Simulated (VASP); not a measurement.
Output of a VASP run:

File OSZICAR:
```
...
DAV:   2     0.267753631985E+00   -0.89438E+02   -0.83722E+02   464   0.234E+02
DAV:   3    -0.537236719376E+01   -0.56401E+01   -0.56153E+01   504   0.564E+01
DAV:   4    -0.565460619425E+01   -0.28224E+00   -0.28195E+00   712   0.108E+01
DAV:   5    -0.565535546663E+01   -0.74927E-03   -0.74926E-03   492   0.612E-01    0.279E+00
DAV:   6    -0.556409968689E+01    0.91256E-01   -0.13237E-01   456   0.219E+00    0.203E+00
DAV:   7    -0.555807405419E+01    0.60256E-02   -0.13650E-01   480   0.204E+00    0.802E-01
DAV:   8    -0.556425587167E+01   -0.61818E-02   -0.14557E-02   492   0.877E-01    0.106E-01
DAV:   9    -0.556482963582E+01   -0.57376E-03   -0.11874E-03   496   0.218E-01    0.679E-02
DAV:  10    -0.556500870820E+01   -0.17907E-03   -0.18570E-04   464   0.957E-02    0.171E-02
DAV:  11    -0.556502488892E+01   -0.16181E-04   -0.33349E-05   460   0.361E-02    0.124E-02
DAV:  12    -0.556502639831E+01   -0.15094E-05   -0.44770E-06   460   0.165E-02    0.102E-02
DAV:  13    -0.556502683373E+01   -0.43542E-06   -0.12754E-06   476   0.683E-03    0.321E-03
DAV:  14    -0.556502669073E+01    0.14300E-06   -0.57294E-08   340   0.216E-03    0.330E-04
DAV:  15    -0.556502671842E+01   -0.27691E-07   -0.10542E-08   316   0.998E-04
   1 F= 0.22558089E+00 E0= 0.22558089E+00  d E =0.225581E+00
       N       E                     dE             d eps       ncg     rms          rms(c)
DAV:   1    -0.250789872735E+02   -0.19514E+02   -0.46226E+02   444   0.205E+02    0.589E+01
DAV:   2    -0.836911718243E+01    0.16710E+02   -0.22091E+01   428   0.536E+01    0.151E+01
DAV:   3    -0.495423852850E+01    0.34149E+01   -0.91148E+00   684   0.240E+01    0.128E+01
DAV:   4    -0.459638505806E+01    0.35785E+00   -0.87173E-01   712   0.626E+00    0.791E+00
DAV:   5    -0.459200741886E+01    0.43776E-02   -0.59227E-01   660   0.421E+00    0.101E+00
DAV:   6    -0.459334081052E+01   -0.13334E-02   -0.64817E-03   452   0.664E-01    0.641E-01
DAV:   7    -0.459603679311E+01   -0.26960E-02   -0.17514E-03   704   0.295E-01    0.215E-01
DAV:   8    -0.459599807577E+01    0.38717E-04   -0.78266E-05   524   0.777E-02    0.548E-02
DAV:   9    -0.459600549365E+01   -0.74179E-05   -0.15884E-05   548   0.370E-02    0.147E-02
DAV:  10    -0.459600542598E+01    0.67676E-07   -0.75741E-07   492   0.909E-03
   2 F= -.90818897E+00 E0= -.90818897E+00  d E =-.113377E+01
       N       E                     dE             d eps       ncg     rms          rms(c)
DAV:   1    -0.534388668604E+01   -0.74788E+00   -0.10132E+01   456   0.338E+01    0.492E+00
DAV:   2    -0.503786463392E+01    0.30602E+00   -0.82646E-01   524   0.927E+00    0.227E+00
DAV:   3    -0.493162174852E+01    0.10624E+00   -0.22671E-01   660   0.410E+00    0.192E+00
DAV:   4    -0.492865687592E+01    0.29649E-02   -0.15866E-02   684   0.733E-01    0.843E-01
DAV:   5    -0.492855084860E+01    0.10603E-03   -0.13322E-02   660   0.690E-01    0.129E-01
DAV:   6    -0.492856826754E+01   -0.17419E-04   -0.11584E-04   432   0.938E-02    0.540E-02
DAV:   7    -0.492856406430E+01    0.42032E-05   -0.82841E-06   564   0.298E-02    0.598E-03
DAV:   8    -0.492856478893E+01   -0.72463E-06   -0.80789E-07   620   0.615E-03    0.225E-03
DAV:   9    -0.492856508450E+01   -0.29557E-06   -0.42784E-07   636   0.487E-03    0.236E-03
DAV:  10    -0.492856519280E+01   -0.10830E-06   -0.37781E-08   260   0.249E-03    0.366E-04
DAV:  11    -0.492856518666E+01    0.61400E-08   -0.11345E-08   228   0.973E-04
   3 F= -.96413096E+00 E0= -.96413096E+00  d E =-.118971E+01
```

**OUTCAR**
```
------------------------ aborting loop because EDIFF is reached ----------------------------------------
  FORCE on cell =-STRESS in cart. coord.  units (eV):
  Direction    XX          YY          ZZ          XY          YZ          ZX
  --------------------------------------------------------------------------------------
  Total        3.9838354      3.9838354      3.9838354      0.0000000      0.0000000     -0.0000000
  in kB      100.4893816    100.4893816    100.4893816      0.0000000      0.0000000     -0.0000000
  external PRESSURE =       0.4893816 kB  Pullay stress =     100.0000000 kB
  volume of cell :       63.52
      direct lattice vectors                 reciprocal lattice vectors
     0.000000000  3.166799744  3.166799744    -0.157888102  0.157888102  0.157888102
     3.166799744 -0.000000000  3.166799744     0.157888102 -0.157888102  0.157888102
     3.166799744  3.166799744 -0.000000000     0.157888102  0.157888102 -0.157888102
  FREE ENERGIE OF THE ION-ELECTRON SYSTEM (eV)
  ---------------------------------------------------
  free  energy   TOTEN  =        -4.9285651867 eV

  energy  without entropy=       -4.9285651867  energy(sigma->0) =       -4.92856519
  enthalpy is  TOTEN    =        -0.9641309630 eV   P V=        3.9644342237

 reached required accuracy - stopping structural energy minimisation
```
(Selected blocks of OUTCAR.)

**POSCAR**
```
KI
1
    0.0000000000     3.5930912037     3.5930912037
    3.5930912037     0.0000000000     3.5930912037
    3.5930912037     3.5930912037     0.0000000000
K I
1 1
Direct
  0.0000000000   0.0000000000   0.0000000000
  0.5000000000   0.5000000000   0.5000000000
```

Question: Reconstruct the remaining input files.

Answer: Several could match; the one computed here: the input of the run itself, PBE GGA, plane waves, VASP's PBE PAW potentials (set 64).

KPOINTS:
```
Regular mesh
0
gamma
 6 6 6
0 0 0
```

**INCAR**
```
! general
SYSTEM  = KI
PREC    = Accurate
ENCUT   = 480
LREAL   = .FALSE.
LASPH   = .TRUE.

! electronic loop
EDIFF   = 1E-7
NELM    = 100
ALGO    = Normal
LMAXMIX = 4

! smearing
ISMEAR  = 0
SIGMA   = 0.05

! functional
GGA     = PE

! ions
IBRION  = 2
NSW     = 40
ISIF    = 3
EDIFFG  = -0.01
PSTRESS = 100

! output
LWAVE   = .FALSE.
LCHARG  = .FALSE.
```

POTCAR, in this order: K_sv I (PBE.64 set). Program: vasp_std.

Energy and stress use the plane-wave basis of the starting cell.

The compound is KI in the rock salt structure. This run relaxes it under an external pressure of 10 GPa. Symmetry was kept, so distortions that lower it aren't found.
